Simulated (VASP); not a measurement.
# BiSbS4 (P-3m1) in VASP: single point with PBE

Aim: the single point of BiSbS4 with PBE.

All numbers are computed with VASP 6.6.1; they aren't measurements. Logs are shortened: lines on timing, memory, paths and dates and some standing lists are left out, and cuts for length are marked.

## Step 1: Starting point

The structure is trigonal, space group P-3m1 (No. 164). Conventional cell: a = 3.811 Å, b = 3.811 Å, c = 13.148 Å, α = 90.00°, β = 90.00°, γ = 120.00°. Around Sb (site symmetry -3m) lie 6 S at 2.67 Å. Bi (site symmetry -3m) is surrounded by 6 S at 2.75 Å. S (site symmetry 3m) has 3 Sb at 2.67 Å as nearest neighbours. Around S (site symmetry 3m) lie 3 Bi at 2.75 Å.

The cell was built by a generator and needn't be a form met in nature.

## Step 2: Single point, PBE

Contents of INCAR:

```
SYSTEM = BiSbS4
ALGO = Fast ; EDIFF = 1E-5
ENCUT = 520 ; GGA = PE
ISIF = 2 ; ISMEAR = 0
LASPH = .TRUE. ; LCHARG = .FALSE.
LREAL = Auto ; LWAVE = .FALSE.
NELM = 80 ; PREC = Normal
SIGMA = 0.15
```

Contents of KPOINTS:

```
k-points
0
G
  7 7 2
  0 0 0
```

Contents of POSCAR:

```
BiSbS4
1.0
    7.6229620000      0.0000000000      0.0000000000
   -1.9057400000      3.3008390000      0.0000000000
    0.0000000000      0.0000000000     13.1476400000
Sb Bi S
2 2 8
Direct
    0.0000000000      0.0000000000      0.0000000000
    0.5000000000      0.0000000000      0.0000000000
    0.0000000000      0.0000000000      0.5000000000
    0.5000000000      0.0000000000      0.5000000000
    0.1666665000      0.6666670000      0.8849850000
    0.6666665000      0.6666670000      0.8849850000
    0.1666665000      0.6666670000      0.3749730000
    0.6666665000      0.6666670000      0.3749730000
    0.3333335000      0.3333330000      0.6250270000
    0.8333335000      0.3333330000      0.6250270000
    0.3333335000      0.3333330000      0.1150150000
    0.8333335000      0.3333330000      0.1150150000
```

Potentials or basis: VASP PAW PBE potentials, release 64 (Sb, Bi_d, S).

Started as:

```
$ cat potpaw_PBE.64/Sb/POTCAR potpaw_PBE.64/Bi_d/POTCAR potpaw_PBE.64/S/POTCAR > POTCAR
$ mpirun -np 1 vasp_std > vasp.out
```

OUTCAR:

```text
SYSTEM = BiSbS4
   EDIFF = 1E-5
   ENCUT = 520
   GGA = PE
   ISIF = 2
   ISMEAR = 0
   LASPH = .TRUE.
   LREAL = Auto
   NELM = 80
   PREC = Normal

 ion  position               nearest neighbor table
   1  0.000  0.000  0.000-   5 2.67  12 2.67   5 2.67  12 2.67   6 2.67  11 2.67
   2  0.500  0.000  0.000-   6 2.67  11 2.67   6 2.67  11 2.67  12 2.67   5 2.67
   3  0.000  0.000  0.500-   7 2.75  10 2.75   7 2.75  10 2.75   8 2.75   9 2.75   4 3.81   4 3.81
                             4 3.81   4 3.81
   4  0.500  0.000  0.500-   8 2.75   9 2.75   8 2.75   9 2.75  10 2.75   7 2.75   3 3.81   3 3.81
                             3 3.81   3 3.81
   5  0.167  0.667  0.885-   1 2.67   1 2.67   2 2.67
   6  0.667  0.667  0.885-   2 2.67   2 2.67   1 2.67
   7  0.167  0.667  0.375-   3 2.75   3 2.75   4 2.75
   8  0.667  0.667  0.375-   4 2.75   4 2.75   3 2.75
   9  0.333  0.333  0.625-   4 2.75   4 2.75   3 2.75
  10  0.833  0.333  0.625-   3 2.75   3 2.75   4 2.75
  11  0.333  0.333  0.115-   2 2.67   2 2.67   1 2.67
  12  0.833  0.333  0.115-   1 2.67   1 2.67   2 2.67

  Warning from LATTYP: Monoclinic adjustment (A1->A3, A2->A1, A3->A2)!
  LATTYP: Found a simple orthorhombic cell.
 ALAT       =     3.8114804278
 B/A-ratio  =     1.7320511324
 C/A-ratio  =     3.4494838027

  Lattice vectors:

 A1 = (   1.9057400000,  -3.3008390000,   0.0000000000)
 A2 = (   5.7172220000,   3.3008390000,   0.0000000000)
 A3 = (   0.0000000000,   0.0000000000,  13.1476400000)

Analysis of symmetry for initial positions (statically):
=====================================================================
 Subroutine PRICEL returns following result:

  LATTYP: Found a hexagonal cell.
 ALAT       =     3.8114810000
 C/A-ratio  =     3.4494832848

  Lattice vectors:

 A1 = (   3.8114810000,   0.0000000000,   0.0000000000)
 A2 = (  -1.9057400000,   3.3008390000,   0.0000000000)
 A3 = (   0.0000000000,   0.0000000000,  13.1476400000)

   2 primitive cells build up your supercell.

 Routine SETGRP: Setting up the symmetry group for a
 simple orthorhombic supercell.

 Subroutine GETGRP returns: Found  4 space group operations
 (whereof  4 operations were pure point group operations)
 out of a pool of  8 trial point group operations.

The static configuration has the point symmetry C_2h.

Analysis of symmetry for dynamics (positions and initial velocities):
=====================================================================
 Subroutine PRICEL returns following result:

  LATTYP: Found a hexagonal cell.
 ALAT       =     3.8114810000
 C/A-ratio  =     3.4494832848

  Lattice vectors:

 A1 = (   3.8114810000,   0.0000000000,   0.0000000000)
 A2 = (  -1.9057400000,   3.3008390000,   0.0000000000)
 A3 = (   0.0000000000,   0.0000000000,  13.1476400000)

   2 primitive cells build up your supercell.

 Routine SETGRP: Setting up the symmetry group for a
 simple orthorhombic supercell.

 Subroutine GETGRP returns: Found  4 space group operations
 (whereof  4 operations were pure point group operations)
 out of a pool of  8 trial point group operations.

The dynamic configuration has the point symmetry C_2h.

 Subroutine INISYM returns: Found  4 space group operations
 (whereof  4 operations are pure point group operations),
 and found     2 'primitive' translations

----------------------------------------------------------------------------------------

                                     Primitive cell

  volume of cell :     165.4116

  direct lattice vectors                    reciprocal lattice vectors
     3.811481000  0.000000000  0.000000000     0.262365207  0.151476600  0.000000000
    -1.905740000  3.300839000  0.000000000     0.000000000  0.302953279  0.000000000
     0.000000000  0.000000000 13.147640000     0.000000000  0.000000000  0.076059278

  length of vectors
     3.811481000  3.811480428 13.147640000     0.302953234  0.302953279  0.076059278

  position of ions in fractional coordinates (direct lattice)
     0.000000000  0.000000000  0.000000000
     0.000000000  0.000000000  0.500000000
     0.333333000  0.666667000  0.884985000
     0.333333000  0.666667000  0.374973000
     0.666667000  0.333333000  0.625027000
     0.666667000  0.333333000  0.115015000

  ion indices of the primitive-cell ions
   primitive index   ion index
                 1           1
                 2           3
                 3           5
                 4           7
                 5          10
                 6          12

----------------------------------------------------------------------------------------

 KPOINTS: k-points

Automatic generation of k-mesh.
 Grid dimensions read from file:
 generate k-points for:    7    7    2

 Generating k-lattice:

  Cartesian coordinates                     Fractional coordinates (reciprocal lattice)
     0.018740372  0.010819757  0.000000000     0.142857143  0.000000000  0.000000000
     0.000000000  0.043279040  0.000000000     0.000000000  0.142857143  0.000000000
     0.000000000  0.000000000  0.038029639     0.000000000  0.000000000  0.500000000

  Length of vectors
     0.021639517  0.043279040  0.038029639

  Shift w.r.t. Gamma in fractional coordinates (k-lattice)
     0.000000000  0.000000000  0.000000000

 Subroutine IBZKPT returns following result:
 ===========================================

 Found     32 irreducible k-points:

 Following reciprocal coordinates:
            Coordinates               Weight
  0.000000  0.000000  0.000000      1.000000
  0.142857 -0.000000  0.000000      2.000000
  0.285714  0.000000  0.000000      2.000000
  0.428571 -0.000000  0.000000      2.000000
  0.000000  0.142857  0.000000      4.000000
  0.142857  0.142857  0.000000      4.000000
[... 16 lines left out ...]
  0.285714  0.142857  0.500000      4.000000
 -0.142857  0.142857  0.500000      2.000000
 [... further k-points ...]
   k-points           NKPTS =     32   k-points in BZ     NKDIM =     32   number of bands    NBANDS=     52
   number of dos      NEDOS =    301   number of ions     NIONS =     12
   total plane-waves  NPLWV =  92160
   dimension x,y,z NGX =    48 NGY =   24 NGZ =   80
   dimension x,y,z NGXF=    96 NGYF=   48 NGZF=  160
   ions per type =               2   2   8
   NGX,Y,Z   is equivalent  to a cutoff of  10.47, 10.47, 10.12 a.u.
   NGXF,Y,Z  is equivalent  to a cutoff of  20.94, 20.94, 20.23 a.u.
 SYSTEM =  BiSbS4
   PREC   = normal    normal or accurate (medium, high low for compatibility)
   ISTART =      0    job   : 0-new  1-cont  2-samecut
   ICHARG =      2    charge: 1-file 2-atom 10-const
   ISPIN  =      1    spin polarized calculation?
   LNONCOLLINEAR =      F non collinear calculations
   LSORBIT =      F    spin-orbit coupling
   LASPH  =      T    aspherical Exc in radial PAW
   ENCUT  =  520.0 eV  38.22 Ry    6.18 a.u.  14.17  7.09 24.45*2*pi/ulx,y,z
   NELM   =     80;   NELMIN=  2; NELMDL= -5     # of ELM steps
   EDIFF  = 0.1E-04   stopping-criterion for ELM
   LREAL  =      T    real-space projection
   EDIFFG = 0.1E-03   stopping-criterion for IOM
   NSW    =      0    number of steps for IOM
   IBRION =     -1    ionic relax: 0-MD 1-quasi-New 2-CG
   NFREE  =      0    steps in history (QN), initial steepest desc. (CG)
   ISIF   =      2    stress and relaxation
   ISYM   =      2    0-nonsym 1-usesym 2-fastsym
   POTIM  = 0.5000    time-step for ionic-motion
   TEBEG  =    0.0;   TEEND  =   0.0 temperature during run
   PSTRESS=    0.0 pullay stress
   NELECT =      88.0000    total number of electrons
   NUPDOWN=      -1.0000    fix difference up-down
   EMIN   =  10.00;   EMAX   =-10.00  energy-range for DOS
   EFERMI =   0.00;   METHOD = LEGACY
   ISMEAR =     0;   SIGMA  =   0.15  broadening in eV -4-tet -1-fermi 0-gaus
   EFERMI_NEDOS =   21; number of points for ismear=-14 and -15
   IALGO  =     68    algorithm
   IMIX   =      4    mixing-type and parameters
     AMIX     =   0.40;   BMIX     =  1.00
     AMIX_MAG =   1.60;   BMIX_MAG =  1.00
  volume/ion in A,a.u.               =      27.57       186.04
  Fermi-wavevector in a.u.,A,eV,Ry     =   1.052860  1.989616 15.082237  1.108513
  Thomas-Fermi vector in A             =   2.187959
   LORBIT       =      0    0 simple, 1 ext, 2 COOP (PROOUT), +10 PAW based schemes
   GGA     = PE    functional components
   LHFCALC =     F    Hartree Fock is set to
   AEXX    =    0.0000 exact exchange contribution
   IVDW    =     0    specifies the selected vdW correction
   LEPSILON=     F    determine dielectric tensor
   LRPA    =     F    only Hartree local field effects (RPA)
 non-spin polarized calculation
 RMM-DIIS sequential band-by-band and
 Gauss-broadening in eV      SIGMA  =   0.15
  energy-cutoff  :      520.00
  volume of cell :      330.82
 maximum number of plane-waves:      8947
   NGX = 29   NGY = 15   NGZ = 49

 number of electron      87.9999966 magnetization

 Free energy of the ion-electron system (eV)
  ---------------------------------------------------
  ext. energy  EPLUGINS =         0.00000000
  ---------------------------------------------------
  free energy    TOTEN  =       -49.68992773 eV

  energy without entropy =      -49.57763587  energy(sigma->0) =      -49.63378180

 E-fermi :   3.7322     XC(G=0):  -8.7513

 val. band max:        3.7288014238   @ k =   0.0000   0.2857   0.0000
 cond. band min:       3.7418060140   @ k =   0.1429  -0.0000   0.5000
 fundamental gap:      0.0130045902
 Fermi energy:         3.7322141853

 k-point     1 :       0.0000    0.0000    0.0000
  band No.  band energies     occupation
      1     -18.9866      2.00000
      2     -18.9525      2.00000
      3     -18.9525      2.00000
      4     -18.9331      2.00000
      5     -18.9221      2.00000
      6     -18.9060      2.00000
[... 44 lines left out ...]
     51       6.3057      0.00000
     52       6.8181      0.00000
[... 1263 lines left out ...]
     51       7.1251      0.00000
     52       7.2317      0.00000

 [... further k-points ...]
[... 5 lines left out ...]
  --------------------------------------------------------------------------------------
  -------------------------------------------------------------------------------------
  Total        0.0619553      0.2546468      0.0063665     -0.1668756     -0.0376630     -0.0652341
  in kB        0.3000499      1.2332548      0.0308330     -0.8081789     -0.1824020     -0.3159291
  external PRESSURE =       0.5213792 kB  Pullay stress =       0.0000000 kB

 VOLUME and BASIS-vectors are now :
 -----------------------------------------------------------------------------
  energy-cutoff  :      520.00
  volume of cell :      330.82
      direct lattice vectors                 reciprocal lattice vectors
     7.622962000  0.000000000  0.000000000     0.131182603  0.075738300  0.000000000
    -1.905740000  3.300839000  0.000000000     0.000000000  0.302953279  0.000000000
     0.000000000  0.000000000 13.147640000     0.000000000  0.000000000  0.076059278

 POSITION                                       TOTAL-FORCE (eV/Angst)
 -----------------------------------------------------------------------------------
      0.00000      0.00000      0.00000        -0.000000      0.000000      0.000000
      3.81148      0.00000      0.00000        -0.000000      0.000000      0.000000
      0.00000      0.00000      6.57382        -0.000000      0.000000      0.000000
      3.81148      0.00000      6.57382        -0.000000      0.000000      0.000000
     -0.00000      2.20056     11.63546         0.005620      0.003245     -0.037574
      3.81148      2.20056     11.63546         0.005620      0.003245     -0.037574
     -0.00000      2.20056      4.93001         0.005609      0.003239     -0.000515
      3.81148      2.20056      4.93001         0.005609      0.003239     -0.000515
      1.90574      1.10028      8.21763        -0.005609     -0.003239      0.000515
      5.71722      1.10028      8.21763        -0.005609     -0.003239      0.000515
      1.90574      1.10028      1.51218        -0.005620     -0.003245      0.037574
      5.71722      1.10028      1.51218        -0.005620     -0.003245      0.037574
 -----------------------------------------------------------------------------------
    total drift:                               -0.000000      0.000000     -0.000000

  FREE ENERGIE OF THE ION-ELECTRON SYSTEM (eV)
  ---------------------------------------------------
  free  energy   TOTEN  =       -49.6899277252 eV

  energy  without entropy=      -49.5776358653  energy(sigma->0) =      -49.63378180
```

Run time: 5.7 min. Hardware: 1 thread of Intel Xeon Platinum 8488C (Sapphire Rapids), shared host; peak memory 0.49 GiB.

Results:

```
Free energy            : -49.6899 eV
Pressure               : 0.1 GPa
Largest force          : 0.038 eV/Å
Band gap on the k mesh : none (metal or under the smearing width)
```

Forces on the atoms (eV/Å):
```
Sb   0.000  0.000  0.000
Sb   0.000  0.000  0.000
Bi   0.000  0.000  0.000
Bi   0.000  0.000  0.000
S    0.006  0.003 -0.038
S    0.006  0.003 -0.038
S    0.006  0.003 -0.001
S    0.006  0.003 -0.001
S   -0.006 -0.003  0.001
S   -0.006 -0.003  0.001
S   -0.006 -0.003  0.038
S   -0.006 -0.003  0.038
```

Levels at points of the mesh, in eV from the Fermi level:
```tsv
k point	band 42	band 43	band 44	band 45	band 46	band 47
(0.00, 0.00, 0.00)	-0.69	-0.64	-0.64	-0.53	0.20	1.29
(0.00, 0.00, 0.50)	-0.72	-0.64	-0.64	-0.22	-0.06	1.30
```

Caveat: spin-orbit coupling is left out, which moves the levels of the heavy elements; this functional lacks dispersion, which binds the layers, so the pressure and a relaxed spacing across them are unreliable.
